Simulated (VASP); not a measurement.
OSZICAR of a VASP run on C31GeSi31:

### OSZICAR
```
...
       N       E                     dE             d eps       ncg     rms          rms(c)
DAV:   1    -0.463554093984E+03   -0.41117E+00   -0.12389E+02   688   0.288E+01    0.338E+00
RMM:   2    -0.463672178981E+03   -0.11808E+00   -0.31975E+00   640   0.436E+00    0.156E+00
RMM:   3    -0.463640612851E+03    0.31566E-01   -0.54495E-01   642   0.169E+00    0.868E-01
RMM:   4    -0.463640635124E+03   -0.22273E-04   -0.11421E-01   650   0.734E-01    0.434E-01
RMM:   5    -0.463642043753E+03   -0.14086E-02   -0.20759E-02   667   0.326E-01    0.203E-01
RMM:   6    -0.463642440915E+03   -0.39716E-03   -0.41606E-03   666   0.148E-01    0.918E-02
RMM:   7    -0.463642487241E+03   -0.46326E-04   -0.87677E-04   672   0.676E-02    0.326E-02
RMM:   8    -0.463642504094E+03   -0.16854E-04   -0.20008E-04   670   0.336E-02    0.162E-02
RMM:   9    -0.463642505574E+03   -0.14793E-05   -0.42770E-05   489   0.162E-02
   2 F= -.46364251E+03 E0= -.46364251E+03  d E =-.499581E+00  mag=     2.0000
       N       E                     dE             d eps       ncg     rms          rms(c)
DAV:   1    -0.463783409363E+03   -0.14091E+00   -0.13440E+01   720   0.944E+00    0.102E+00
RMM:   2    -0.463793574418E+03   -0.10165E-01   -0.32609E-01   640   0.139E+00    0.510E-01
RMM:   3    -0.463790151223E+03    0.34232E-02   -0.58103E-02   642   0.543E-01    0.242E-01
RMM:   4    -0.463790297435E+03   -0.14621E-03   -0.11757E-02   651   0.234E-01    0.106E-01
RMM:   5    -0.463790410913E+03   -0.11348E-03   -0.20406E-03   664   0.103E-01    0.508E-02
RMM:   6    -0.463790444810E+03   -0.33896E-04   -0.40483E-04   661   0.465E-02    0.246E-02
RMM:   7    -0.463790449720E+03   -0.49104E-05   -0.86057E-05   630   0.209E-02
   3 F= -.46379045E+03 E0= -.46379045E+03  d E =-.647525E+00  mag=     2.0000
       N       E                     dE             d eps       ncg     rms          rms(c)
DAV:   1    -0.463899063767E+03   -0.10862E+00   -0.11840E+01   640   0.899E+00    0.910E-01
RMM:   2    -0.463909945034E+03   -0.10881E-01   -0.25586E-01   640   0.124E+00    0.446E-01
RMM:   3    -0.463907547819E+03    0.23972E-02   -0.43458E-02   642   0.486E-01    0.207E-01
RMM:   4    -0.463907856482E+03   -0.30866E-03   -0.95509E-03   649   0.209E-01    0.953E-02
RMM:   5    -0.463907967653E+03   -0.11117E-03   -0.15776E-03   672   0.891E-02    0.520E-02
RMM:   6    -0.463907998363E+03   -0.30710E-04   -0.33434E-04   656   0.407E-02    0.203E-02
RMM:   7    -0.463908002744E+03   -0.43807E-05   -0.64933E-05   561   0.181E-02
   4 F= -.46390800E+03 E0= -.46390800E+03  d E =-.117553E+00  mag=     2.0000
       N       E                     dE             d eps       ncg     rms          rms(c)
DAV:   1    -0.463908936469E+03   -0.93811E-03   -0.12572E-01   744   0.920E-01    0.927E-02
RMM:   2    -0.463909074732E+03   -0.13826E-03   -0.28277E-03   640   0.130E-01    0.465E-02
RMM:   3    -0.463909054725E+03    0.20007E-04   -0.47671E-04   643   0.507E-02    0.226E-02
RMM:   4    -0.463909058434E+03   -0.37091E-05   -0.11104E-04   643   0.223E-02    0.100E-02
RMM:   5    -0.463909059908E+03   -0.14741E-05   -0.17636E-05   402   0.966E-03
   5 F= -.46390906E+03 E0= -.46390905E+03  d E =-.118610E+00  mag=     2.0000
       N       E                     dE             d eps       ncg     rms          rms(c)
DAV:   1    -0.463950105172E+03   -0.41047E-01   -0.41899E+00   672   0.536E+00    0.568E-01
RMM:   2    -0.463954397206E+03   -0.42920E-02   -0.99862E-02   640   0.777E-01    0.267E-01
RMM:   3    -0.463954222738E+03    0.17447E-03   -0.17896E-02   644   0.313E-01    0.144E-01
RMM:   4    -0.463954383735E+03   -0.16100E-03   -0.37193E-03   665   0.131E-01    0.669E-02
RMM:   5    -0.463954425361E+03   -0.41626E-04   -0.55910E-04   660   0.561E-02    0.296E-02
RMM:   6    -0.463954441039E+03   -0.15678E-04   -0.13251E-04   648   0.261E-02    0.136E-02
RMM:   7    -0.463954442235E+03   -0.11958E-05   -0.23448E-05   417   0.115E-02
   6 F= -.46395444E+03 E0= -.46395443E+03  d E =-.453823E-01  mag=     2.0000
       N       E                     dE             d eps       ncg     rms          rms(c)
DAV:   1    -0.463954781537E+03   -0.34050E-03   -0.40813E-02   736   0.529E-01    0.567E-02
RMM:   2    -0.463954829843E+03   -0.48305E-04   -0.10065E-03   640   0.778E-02    0.267E-02
RMM:   3    -0.463954829518E+03    0.32521E-06   -0.18020E-04   644   0.314E-02    0.150E-02
RMM:   4    -0.463954831491E+03   -0.19730E-05   -0.38581E-05   460   0.134E-02
   7 F= -.46395483E+03 E0= -.46395482E+03  d E =-.457716E-01  mag=     2.0000
       N       E                     dE             d eps       ncg     rms          rms(c)
DAV:   1    -0.463968310269E+03   -0.13481E-01   -0.20223E+00   672   0.376E+00    0.376E-01
RMM:   2    -0.463969682071E+03   -0.13718E-02   -0.38985E-02   640   0.488E-01    0.171E-01
RMM:   3    -0.463969486322E+03    0.19575E-03   -0.75722E-03   644   0.198E-01    0.877E-02
RMM:   4    -0.463969559155E+03   -0.72833E-04   -0.15397E-03   654   0.852E-02    0.433E-02
RMM:   5    -0.463969581475E+03   -0.22320E-04   -0.26880E-04   673   0.370E-02    0.194E-02
RMM:   6    -0.463969587219E+03   -0.57433E-05   -0.50303E-05   509   0.164E-02
   8 F= -.46396959E+03 E0= -.46396958E+03  d E =-.147557E-01  mag=     2.0000
       N       E                     dE             d eps       ncg     rms          rms(c)
DAV:   1    -0.463969599307E+03   -0.17832E-04   -0.16469E-03   744   0.107E-01    0.115E-02
RMM:   2    -0.463969601658E+03   -0.23513E-05   -0.38793E-05   478   0.154E-02    0.561E-03
RMM:   3    -0.463969601870E+03   -0.21199E-06   -0.71833E-06   384   0.621E-03    0.347E-03
RMM:   4    -0.463969602013E+03   -0.14285E-06   -0.14545E-06   351   0.267E-03
   9 F= -.46396960E+03 E0= -.46396960E+03  d E =-.147705E-01  mag=     2.0000
       N       E                     dE             d eps       ncg     rms          rms(c)
DAV:   1    -0.463973849821E+03   -0.42480E-02   -0.65822E-01   656   0.216E+00    0.206E-01
RMM:   2    -0.463974148587E+03   -0.29877E-03   -0.11449E-02   640   0.266E-01    0.940E-02
RMM:   3    -0.463974072972E+03    0.75615E-04   -0.22908E-03   644   0.108E-01    0.458E-02
RMM:   4    -0.463974097296E+03   -0.24323E-04   -0.48490E-04   659   0.463E-02    0.224E-02
RMM:   5    -0.463974103765E+03   -0.64695E-05   -0.82158E-05   601   0.201E-02
  10 F= -.46397410E+03 E0= -.46397409E+03  d E =-.450175E-02  mag=     2.0000
       N       E                     dE             d eps       ncg     rms          rms(c)
DAV:   1    -0.463974127251E+03   -0.29955E-04   -0.32477E-03   760   0.151E-01    0.157E-02
RMM:   2    -0.463974129723E+03   -0.24727E-05   -0.67080E-05   608   0.203E-02    0.753E-03
RMM:   3    -0.463974130007E+03   -0.28386E-06   -0.14202E-05   385   0.859E-03    0.452E-03
RMM:   4    -0.463974130244E+03   -0.23656E-06   -0.28164E-06   375   0.356E-03
  11 F= -.46397413E+03 E0= -.46397411E+03  d E =-.452823E-02  mag=     2.0000
       N       E                     dE             d eps       ncg     rms          rms(c)
DAV:   1    -0.463976187694E+03   -0.20577E-02   -0.26339E-01   656   0.136E+00    0.126E-01
RMM:   2    -0.463976324759E+03   -0.13706E-03   -0.42136E-03   640   0.160E-01    0.585E-02
RMM:   3    -0.463976303667E+03    0.21093E-04   -0.88878E-04   646   0.664E-02    0.274E-02
RMM:   4    -0.463976316888E+03   -0.13221E-04   -0.19208E-04   666   0.288E-02    0.140E-02
RMM:   5    -0.463976319229E+03   -0.23410E-05   -0.27664E-05   425   0.121E-02
  12 F= -.46397632E+03 E0= -.46397631E+03  d E =-.218899E-02  mag=     2.0000
       N       E                     dE             d eps       ncg     rms          rms(c)
DAV:   1    -0.463976475328E+03   -0.15844E-03   -0.34156E-02   736   0.488E-01    0.458E-02
RMM:   2    -0.463976494557E+03   -0.19229E-04   -0.56423E-04   640   0.584E-02    0.212E-02
RMM:   3    -0.463976492794E+03    0.17631E-05   -0.12201E-04   647   0.245E-02    0.102E-02
RMM:   4    -0.463976494512E+03   -0.17177E-05   -0.24689E-05   420   0.106E-02
  13 F= -.46397649E+03 E0= -.46397648E+03  d E =-.236427E-02  mag=     2.0000
       N       E                     dE             d eps       ncg     rms          rms(c)
DAV:   1    -0.463977463335E+03   -0.97054E-03   -0.17508E-01   640   0.110E+00    0.102E-01
RMM:   2    -0.463977620047E+03   -0.15671E-03   -0.32943E-03   640   0.138E-01    0.479E-02
RMM:   3    -0.463977621536E+03   -0.14897E-05   -0.64226E-04   650   0.552E-02    0.254E-02
RMM:   4    -0.463977627337E+03   -0.58006E-05   -0.13641E-04   670   0.236E-02    0.118E-02
RMM:   5    -0.463977628543E+03   -0.12064E-05   -0.16663E-05   400   0.962E-03
  14 F= -.46397763E+03 E0= -.46397761E+03  d E =-.113403E-02  mag=     2.0000
       N       E                     dE             d eps       ncg     rms          rms(c)
DAV:   1    -0.463977648711E+03   -0.21374E-04   -0.43669E-03   736   0.173E-01    0.163E-02
RMM:   2    -0.463977653020E+03   -0.43093E-05   -0.87453E-05   628   0.224E-02    0.782E-03
RMM:   3    -0.463977653306E+03   -0.28616E-06   -0.17647E-05   404   0.914E-03    0.444E-03
RMM:   4    -0.463977653435E+03   -0.12852E-06   -0.32098E-06   378   0.373E-03
  15 F= -.46397765E+03 E0= -.46397764E+03  d E =-.115892E-02  mag=     2.0000
       N       E                     dE             d eps       ncg     rms          rms(c)
DAV:   1    -0.463978067945E+03   -0.41464E-03   -0.11742E-01   640   0.896E-01    0.859E-02
RMM:   2    -0.463978148294E+03   -0.80349E-04   -0.21075E-03   640   0.111E-01    0.390E-02
RMM:   3    -0.463978138488E+03    0.98065E-05   -0.39757E-04   646   0.440E-02    0.189E-02
RMM:   4    -0.463978142562E+03   -0.40747E-05   -0.87637E-05   628   0.190E-02
  16 F= -.46397814E+03 E0= -.46397812E+03  d E =-.489128E-03  mag=     2.0000
```

Which electronic solver shows in the log?

It is blocked Davidson (ALGO = Normal, or the opening steps of other solvers) and then RMM-DIIS (ALGO = Fast or VeryFast). The INCAR had ALGO = Fast.

How was spin treated?

Collinear spin (ISPIN = 2): the summary line carries one mag value, 2.00 μB in the cell.

Can the final energy be trusted as converged?

Self-consistency was reached. It stopped with EDIFF = 1E-5, NELM = 100, NSW = 70 and EDIFFG = -0.03 after 16 ionic steps (PBE GGA, plane waves, VASP's PBE PAW potentials (set 64)).  The supercell is sampled at Γ alone, which is coarse: total energies, pressure and levels can be off, energies of defects by several tenths of an eV.

The cell is a supercell with a defect, built from SiC (zinc blende): Ge_Si-vac_C. The total moment is imposed (NUPDOWN), so this need not be the lowest spin state.
